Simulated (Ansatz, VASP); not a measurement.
## Mg (Magnesium) in two plane-wave programs

Wanted: the spread between two codes on one cell, functional and k mesh. The cell is taken from a series of runs on this material, whose earlier steps may have relaxed, scaled, displaced or heated it; both programs get it as it stands.

Program: Ansatz 0.2.0. Level of theory: plane waves, with VASP 6.6.1 beside it; zone-centre phonons at LDA. Results are calculated unless marked as measured.

### Step 1. Starting point

The structure is hexagonal, space group P6_3/mmc (No. 194). The conventional cell has a = 3.086 Å, b = 3.086 Å, c = 5.094 Å, α = 90.00°, β = 90.00°, γ = 120.00°. Mg has 12 Mg at 3.09 to 3.11 Å nearest.

### Step 2. VASP: zone-centre phonons, LDA, pair 1

Second derivatives magnify differences that forces hide, and they need a tight electronic threshold.

Lines of VASP's logs that name or quote its potential files are left out, and so is its time.

INCAR reads:

```
SYSTEM = Mg
PREC = Accurate
ENCUT = 600
EDIFF = 1E-08
NELM = 120
ISMEAR = 1
SIGMA = 0.2
LREAL = .FALSE.
ALGO = Normal
GGA = CA
NBANDS = 8
LORBIT = 11
LWAVE = .FALSE.
LCHARG = .FALSE.
ISIF = 2
IBRION = 8
LASPH = .TRUE.
GGA_COMPAT = .FALSE.
KPAR = 2
```

POSCAR reads:

```
Mg
1.0
    3.0857110740      0.0000000000      0.0000000000
   -1.5428555370      2.6723041788      0.0000000000
    0.0000000000      0.0000000000      5.0937552973
Mg
2
Direct
    0.3333333333      0.6666666667      0.2500000000
    0.6666666667      0.3333333333      0.7500000000
```

KPOINTS reads:

```
Automatic mesh
0
Gamma
15 15 8
0 0 0
```

Potentials, in the order of the species: Mg (LDA family, release 64).

Command:

```sh
$ mpirun -np 2 vasp_std
```

Numbers of over 12 decimals in the logs are rounded to 6 here.

Output:

```text
[banner, memory and clock lines left out]
running    2 mpi-ranks, on    1 nodes
 distrk:  each k-point on    1 cores,    2 groups
 distr:  one band on    1 cores,    1 groups

 POSCAR found type information on POSCAR Mg
 POSCAR found :  1 types and       2 ions
 LDA part: xc-table for (Slater(with rela. corr.)+CA(PZ))
 , standard interpolation
 POSCAR, INCAR and KPOINTS ok, starting setup
 FFT: planning ... GRIDC
 FFT: planning ... GRID_SOFT
 FFT: planning ... GRID
 WAVECAR not read
 entering main loop
       N       E                     dE             d eps       ncg     rms          rms(c)
DAV:   1    -0.963461088953E+00   -0.96346E+00   -0.14346E+03  2160   0.401E+02
DAV:   2    -0.362104346581E+01   -0.26576E+01   -0.26014E+01  2872   0.237E+01
DAV:   3    -0.363557394225E+01   -0.14530E-01   -0.14525E-01  2824   0.224E+00
DAV:   4    -0.363560597343E+01   -0.32031E-04   -0.32031E-04  3200   0.922E-02
DAV:   5    -0.363560601651E+01   -0.43081E-07   -0.43114E-07  2832   0.238E-03    0.937E-01
DAV:   6    -0.362360365958E+01    0.12002E-01   -0.50765E-04  2664   0.140E-01    0.595E-01
DAV:   7    -0.361424915905E+01    0.93545E-02   -0.17527E-03  2304   0.256E-01    0.294E-02
DAV:   8    -0.361423911521E+01    0.10044E-04   -0.15655E-05  3472   0.227E-02    0.656E-03
DAV:   9    -0.361423810649E+01    0.10087E-05   -0.72758E-07  2488   0.454E-03    0.584E-04
DAV:  10    -0.361423808292E+01    0.23563E-07   -0.29881E-09  3128   0.386E-04    0.116E-04
DAV:  11    -0.361423808318E+01   -0.25543E-09   -0.97116E-11  1552   0.811E-05
   1 F= -.36142381E+01 E0= -.36140557E+01  d E =-.547246E-03
 Linear response reoptimize wavefunctions to high precision
DAV:   1    -0.361423808318E+01   -0.28564E-11   -0.45176E-12  2064   0.120E-05
 Linear response DOF=           2
 Linear response progress:
  Degree of freedom:   1/  2
       N       E                     dE             d eps       ncg     rms          rms(c)
RMM:   1    -0.139864035562E-02   -0.13986E-02   -0.10615E-03 16453   0.188E-01
RMM:   2    -0.140392930937E-02   -0.52890E-05   -0.64082E-06 13994   0.143E-02    0.221E-02
RMM:   3    -0.139055426830E-02    0.13375E-04   -0.24654E-07 14283   0.385E-03    0.139E-02
RMM:   4    -0.139231035405E-02   -0.17561E-05   -0.51368E-07 13516   0.584E-03    0.629E-04
RMM:   5    -0.139279903728E-02   -0.48868E-06   -0.11936E-08 14863   0.599E-04    0.110E-04
RMM:   6    -0.139284453255E-02   -0.45495E-07   -0.85763E-11 14819   0.639E-05    0.119E-05
RMM:   7    -0.139287269507E-02   -0.28163E-07    0.16528E-10 15504   0.102E-05    0.240E-06
RMM:   8    -0.139286891929E-02    0.37758E-08    0.12424E-10 13460   0.214E-06    0.231E-07
 first order change of Fermi-energy   0.16254E-06
 force on displaced ion       1 direction 1 :  -0.755   0.000   0.000
 Linear response progress:
  Degree of freedom:   2/  2
       N       E                     dE             d eps       ncg     rms          rms(c)
RMM:   1    -0.142405542665E-01   -0.14241E-01   -0.78373E-02  6918   0.316E-01
RMM:   2    -0.441752205184E-02    0.98230E-02   -0.12302E-03  4732   0.413E-02    0.319E-02
RMM:   3    -0.427882458062E-02    0.13870E-03   -0.63219E-05  4780   0.134E-02    0.139E-02
RMM:   4    -0.430658214095E-02   -0.27758E-04   -0.15588E-05  4855   0.663E-03    0.524E-03
RMM:   5    -0.430645968155E-02    0.12246E-06   -0.36166E-06  4930   0.273E-03    0.245E-04
RMM:   6    -0.430653567045E-02   -0.75989E-07    0.26451E-07  4979   0.266E-04    0.140E-04
RMM:   7    -0.430671335195E-02   -0.17768E-06   -0.27288E-08  5063   0.784E-05    0.712E-06
RMM:   8    -0.430674654096E-02   -0.33189E-07    0.80435E-08  5164   0.108E-05    0.271E-06
RMM:   9    -0.430673948826E-02    0.70527E-08    0.10597E-08  4902   0.273E-06    0.822E-07
 first order change of Fermi-energy  -0.55683E-05
 force on displaced ion       1 direction 3 :   0.000  -0.000  -3.037
 Linear response finished
```

Parts of OUTCAR (step 2):

```text
ion  position               nearest neighbor table
   1  0.333  0.667  0.250-   2 3.11   2 3.11   2 3.11   2 3.11   2 3.11   2 3.11
   2  0.667  0.333  0.750-   1 3.11   1 3.11   1 3.11   1 3.11   1 3.11   1 3.11

  LATTYP: Found a hexagonal cell.
 ALAT       =     3.0857110740
 C/A-ratio  =     1.6507557497

 Subroutine GETGRP returns: Found 24 space group operations
 (whereof 12 operations were pure point group operations)

The static configuration has the point symmetry D_3d.
 The point group associated with its full space group is D_6h.

 Found    135 irreducible k-points:

   k-points           NKPTS =    135   k-points in BZ     NKDIM =    135   number of bands    NBANDS=      8

   dimension x,y,z NGX =    28 NGY =   28 NGZ =   42
   dimension x,y,z NGXF=    56 NGYF=   56 NGZF=   84

   ENCUT  =  600.0 eV  44.10 Ry    6.64 a.u.   6.16  6.16 10.17*2*pi/ulx,y,z

   NELECT =       4.0000    total number of electrons

 k-points in reciprocal lattice and weights: Automatic mesh
   0.00000000  0.00000000  0.00000000       0.001
   0.06666667  0.00000000  0.00000000       0.003
   0.13333333 -0.00000000  0.00000000       0.003
   0.20000000  0.00000000  0.00000000       0.003
   0.26666667 -0.00000000  0.00000000       0.003
   0.33333333  0.00000000  0.00000000       0.003
   0.40000000  0.00000000  0.00000000       0.003
   0.46666667  0.00000000  0.00000000       0.003
   0.06666667  0.06666667  0.00000000       0.003
[...]
0.33333333  0.26666667  0.50000000       0.007
   0.33333333  0.33333333  0.50000000       0.001

 average (electrostatic) potential at core
       1 -38.7640       2 -38.7640

  Total        0.3850391      0.3850391     -0.0868880      0.0000000      0.0000000      0.0000000
  in kB       14.6871063     14.6871063     -3.3142945      0.0000000      0.0000000      0.0000000
  external PRESSURE =       8.6866393 kB  Pullay stress =       0.0000000 kB

  energy-cutoff  :      600.00
  volume of cell :       42.00
      direct lattice vectors                 reciprocal lattice vectors
     3.085711074  0.000000000  0.000000000     0.324074411  0.187104449  0.000000000
    -1.542855537  2.672304179  0.000000000     0.000000000  0.374208897  0.000000000
     0.000000000  0.000000000  5.093755297     0.000000000  0.000000000  0.196318814

 POSITION                                       TOTAL-FORCE (eV/Angst)
 -----------------------------------------------------------------------------------
     -0.00000      1.78154      1.27344        -0.000000     -0.000000      0.000000
      1.54286      0.89077      3.82032         0.000000      0.000000      0.000000
 -----------------------------------------------------------------------------------
    total drift:                                0.000000     -0.000000      0.000000

 Eigenvectors and eigenvalues of the dynamical matrix
 ----------------------------------------------------

   1 f  =    7.814614 THz    49.100665 2PiTHz  260.667449 cm-1    32.318630 meV
             X         Y         Z           dx          dy          dz
     -0.000000  1.781536  1.273439     0.000000   -0.000000    0.707107
      1.542856  0.890768  3.820316    -0.000000    0.000000   -0.707107

   2 f  =    3.895881 THz    24.478544 2PiTHz  129.952609 cm-1    16.112063 meV
             X         Y         Z           dx          dy          dz
     -0.000000  1.781536  1.273439    -0.707107    0.000000   -0.000000
      1.542856  0.890768  3.820316     0.707107   -0.000000   -0.000000

   3 f  =    3.895881 THz    24.478544 2PiTHz  129.952609 cm-1    16.112063 meV
             X         Y         Z           dx          dy          dz
     -0.000000  1.781536  1.273439     0.000000    0.707107   -0.000000
      1.542856  0.890768  3.820316    -0.000000   -0.707107   -0.000000

   4 f  =    0.000000 THz     0.000001 2PiTHz    0.000004 cm-1     0.000001 meV
             X         Y         Z           dx          dy          dz
     -0.000000  1.781536  1.273439     0.001285    0.004110    0.707094
      1.542856  0.890768  3.820316     0.001285    0.004110    0.707094

   5 f  =    0.000000 THz     0.000000 2PiTHz    0.000002 cm-1     0.000000 meV
             X         Y         Z           dx          dy          dz
     -0.000000  1.781536  1.273439     0.688090    0.162873   -0.002197
      1.542856  0.890768  3.820316     0.688090    0.162873   -0.002197

   6 f/i=    0.000000 THz     0.000000 2PiTHz    0.000001 cm-1     0.000000 meV
             X         Y         Z           dx          dy          dz
     -0.000000  1.781536  1.273439     0.162883   -0.688081    0.003704
      1.542856  0.890768  3.820316     0.162883   -0.688081    0.003704

 ELASTIC MODULI CONTR FROM IONIC RELAXATION (kBar)
 Direction    XX          YY          ZZ          XY          YZ          ZX
 --------------------------------------------------------------------------------
 XX         -41.3837     41.3837      0.0000     -0.0000      0.0000      0.0000
 YY          41.3837    -41.3837      0.0000      0.0000      0.0000      0.0000
 ZZ           0.0000      0.0000      0.0000      0.0000      0.0000      0.0000
 XY          -0.0000      0.0000      0.0000    -41.3837     -0.0000      0.0000
 YZ           0.0000      0.0000      0.0000     -0.0000     -0.0000      0.0000
 ZX           0.0000      0.0000      0.0000      0.0000      0.0000      0.0000
 --------------------------------------------------------------------------------
```

### Step 3. Ansatz: zone-centre phonons, LDA, pair 1

Ansatz runs on its PAW soft_1 files.

The same cell, functional (in two slightly different forms), mesh and smearing now go to Ansatz, which takes its cutoff from its data sets.

input.yaml reads:

```yaml
crystal:
  lattice:
    - [3.085711074, 0.0, 0.0]
    - [-1.542855537, 2.6723041788, 0.0]
    - [0.0, 0.0, 5.0937552973]
  atoms:
    - { symbol: Mg, position: [0.3333333333, 0.6666666667, 0.25] }
    - { symbol: Mg, position: [0.6666666667, 0.3333333333, 0.75] }
kpoints:
  mp_grid: { grid: [15, 15, 8] }
hamiltonian:
  xc: lda
  pseudopotentials: { kind: paw, azcp: { folder: soft_1 }, xc_functional: pbe }
scf:
  occupations: { method: methfessel_paxton, width: 0.2 }
output:
  eigenvalues: true
phonons:
  method: dfpt
```

Command:

```sh
$ ansatz run input.yaml --threads 4 --pin off --max-ram 10240MiB --backend cpu --events-out ev --progress --plain --runs-dir out
```

Output:

```text
zone centre: on kpoints.mp_grid the ground state, and the responses unless they are solved on pairs of k-points, stand on 320 of the mesh's 1800 k-points, reduced under 4 symmetry operations, with k and −k counted as one. Each operation leaves every solved displacement unchanged or reverses it
Engine: ansatz 0.2.0, x86_64-unknown-linux-gnu
Pseudopotentials: kind: paw
Pseudopotential: Mg, paw, valence charge 10, recommended cutoff 420 eV (normal), soft_1/Mg.paw.azcp
Functional definition: SPW92
  exchange = slater_x
  correlation = pw_c
Crystal: 2 atoms, lattice volume = 42.003 Å³
Basis set: ecut = 420 eV, 809 PW (Γ), exchange–correlation on 48×48×72 points (8 copies of the dense FFT grid, shifted against one another)
Bands: 14, of which v1, the nominal top of the filled ones, is band 10 counted from 1 (9 counted from 0)
Symmetry: 24 space group operations
k-points: 320 of 1800 (irreducible under 4 space group operations, time reversal used)
Non-local potential: Mg, projectors of the file, l = 0: 3, l = 1: 2, l = 2: 1
PAW form: soft (Blöchl's): semilocal exchange-correlation on the pseudo side does not see the compensation charge
PAW frozen core: Mg, regenerated for the run's functional, and the local potential with it (the file was generated under x = pbe(κ = 0.804, μ = 0.219515), c = pbe(β = 0.066725))
PAW one-centre angular grid: Mg, 110 points (default); XC on 64 Gauss nodes
Initial density: superposition of atomic densities (chi_scale 0.1, normalization cell)
Initial wavefunctions: pseudopotential atomic-orbital guess
Functional: x = slater, c = lda
SCF iter   1: F=—  HF=-3803.249874 eV  |F-HF|=—  |Δ(HF+E_count)|=         —  Δρ=1.53e-2  dr2=1.07e-1  ethr=3.10e-3  ⟨swp⟩=5.0  Hψ=22684  notcnv=0
preconditioner: auto → none  [metal: Δε(μ)=0.017 eV  Ē_g=7.277 eV  σ=0.200 eV  W_gap=0.07  n_scr=8 (ndim 8)  ℏωp=11.5 eV  f_vac=0.000  D(μ)=0.89/eV (n_scr^D=2)  sad-step TF]
SCF iter   2: F=—  HF=-3803.219719 eV  |F-HF|=—  |Δ(HF+E_count)|=   3.02e-2  S|Δr|=    0.00e0  Δρ=9.68e-3  dr2=4.93e-2  ethr=5.35e-4  ⟨swp⟩=1.0  Hψ=7042  notcnv=0
SCF iter   3: F=—  HF=-3803.198963 eV  |F-HF|=—  |Δ(HF+E_count)|=   2.08e-2  S|Δr|=    0.00e0  Δρ=9.25e-4  dr2=4.41e-4  ethr=2.46e-4  ⟨swp⟩=2.3  Hψ=6795  notcnv=0
SCF iter   4: F=—  HF=-3803.198977 eV  |F-HF|=—  |Δ(HF+E_count)|=   1.41e-5  S|Δr|=    0.00e0  Δρ=1.61e-4  dr2=2.93e-6  ethr=2.20e-6  ⟨swp⟩=3.0  Hψ=7748  notcnv=0
SCF iter   5: F=—  HF=-3803.198982 eV  |F-HF|=—  |Δ(HF+E_count)|=   5.19e-6  S|Δr|=    0.00e0  Δρ=3.65e-6  dr2=2.18e-9  ethr=1.47e-8  ⟨swp⟩=2.0  Hψ=7118  notcnv=0
SCF iter   6: F=—  HF=-3803.198981 eV  |F-HF|=—  |Δ(HF+E_count)|=   6.95e-7  S|Δr|=    0.00e0  Δρ=3.65e-7  dr2=2.40e-11  ethr=1.09e-11  ⟨swp⟩=2.7  Hψ=8079  notcnv=0
SCF iter   7: F=-3803.198981 eV  HF=-3803.198981 eV  |F-HF|=9.09e-13  |Δ(HF+E_count)|=  1.96e-11  S|Δr|=    0.00e0  Δρ=5.41e-9  dr2=4.19e-15  ethr=1.00e-12  ⟨swp⟩=6.0  Hψ=21115  notcnv=0
SCF 1 converged in 7 iterations: F = -3803.198981 eV  dr2 = 4.19e-15
  greatest PAW one-centre occupation: 1.000 electrons in one spin orbital (limit 2), on the Mg atom at site 1 (counted from 0), in its partial waves of l = 1
DFPT response loops at Γ: preconditioner auto → Kerker (q_TF=auto, 2.411 Å⁻¹) (partly filled bands, converged f_vac=0.000); β = 1.00, the filter's whole step (`scf.mixing.beta` (0.50) is not read by the response loops under this deck's `scf.mixing.preconditioner`; to damp them name `kerker` or `kerker_dos`, under which they read `scf.mixing.beta`, and type it under 1.00, their step now; both keys bind the ground state too); Broyden in place of MSR1
SCF converged after 7 iterations
Stability not checked: this state was not tested for a lower state beside it, because cold or Methfessel-Paxton smearing, or corrected tetrahedra, fill the levels in a way that the test cannot read (fill_not_monotonic; see scf.lower_state_search)
Free energy (F): -3803.198981 eV
Harris-Foulkes:  -3803.198981 eV  (|F-HF|=9.09e-13)
Internal energy: -3803.198389 eV  (E = F + TS)
E sigma→0 (E₀):  -3803.198833 eV
Entropy (-TS):   -0.000592 eV (-0.296 meV/atom)
Fermi energy:    6.161249 eV
--- Per-component energies (eV) ---
  E_band       = -700.763775
  E_kinetic    = 140.280981
  E_local      = -3356.093654  (includes V_loc(G=0)·N_el)
  E_nonlocal   = 392.004568
  E_hartree    = 1139.717501
  E_xc         = -52.282388
  E_vxc        = -67.921573  (∫ρ·V_xc dr)
  E_paw        = -559.757789  (= ΣΔE_a)
  E_vpaw       = -88.468836  (= ΣTr[D̂ρ^β])
  E_aug_tail   = -0.000265  (compensation charges beyond the density's cutoff)
  E_ewald      = -1507.368301
  E_core_change = 0.300959  (= ΣΔE_core)
  E_smearing   = -0.000592  (= −TS)
  E_closure    = -0.000000  (closes the sum)
  Σ components = -3803.198981   (vs F -3803.198981, Δ=0.00e0)
--- Band table (eV; the first three rows and the last of 320) ---
  k-point 0: bands = [... 6 lower, -36.4545, -36.4545, -1.1404, 4.2862, 4.7357, 17.7494, 17.7494, 18.0209]
  k-point 1: bands = [... 6 lower, -36.4548, -36.4548, -1.0493, 3.1991, 5.9772, 17.2672, 17.8161, 17.8161]
  k-point 2: bands = [... 6 lower, -36.4554, -36.4554, -0.7765, 2.0735, 7.5655, 15.2624, 18.0070, 18.0070]
  k-point 319: bands = [... 6 lower, -36.4662, -36.4662, 3.6452, 3.6452, 8.8105, 8.8105, 10.4000, 10.4000]
--- Phonons (Γ-DFPT): 2 representative perturbations + reference, on 320 of 1800 k-points (Σ response iterations 6) ---
  k mesh reduced under 4 symmetry operations, with k and −k counted as one. Each operation leaves every solved displacement unchanged or reverses it
  ASR residual: 1.841e-6 → 0.000e0 eV/Å²; symmetrization residual: 4.639e-13 eV/Å²
  ASR residual per site (eV/Å²): 1.84e-6 1.84e-6
  Γ frequencies (cm⁻¹): 0.00 0.00 0.00 129.46 129.46 259.74
  non-analytic LO–TO correction: not included (Born effective charges unavailable; polar crystals: no LO–TO splitting at Γ)
```

### Step 4. Comparison

Known differences besides the potentials themselves: the two LDA forms differ slightly; the data sets hold 20 valence electrons in Ansatz (on its PAW soft_1 files) and 4 in VASP; the cutoff is 420 eV in Ansatz and 600 eV in VASP; VASP's log shows a relativistic correction to its local exchange, Ansatz's none. Total energies have different zeros and are not compared.

The two programs side by side:

```csv
quantity,Ansatz,VASP,difference
optical mode 1 to 2 (cm⁻¹),129.5,130.0,-0.38 %
optical mode 3 (cm⁻¹),259.7,260.7,-0.36 %
```

Modes are paired by rising frequency, not by their patterns, so a pair may set unlike modes beside each other; they are those without the splitting of longitudinal modes.

(Continued in part 2 of 2.)

[Lines on the potential files, build, host, timing and source positions are cut from VASP's logs without a mark.]

[Logs are printed without paths, hosts, clocks, repeated set-up lines and the standing remarks that a program may print on its own settings, such as how far it seeks lower states.]

[Hosts, paths, dates, database ids (printed as entryN), source tags and the programs' standing remarks are cut or masked in the printed files.]
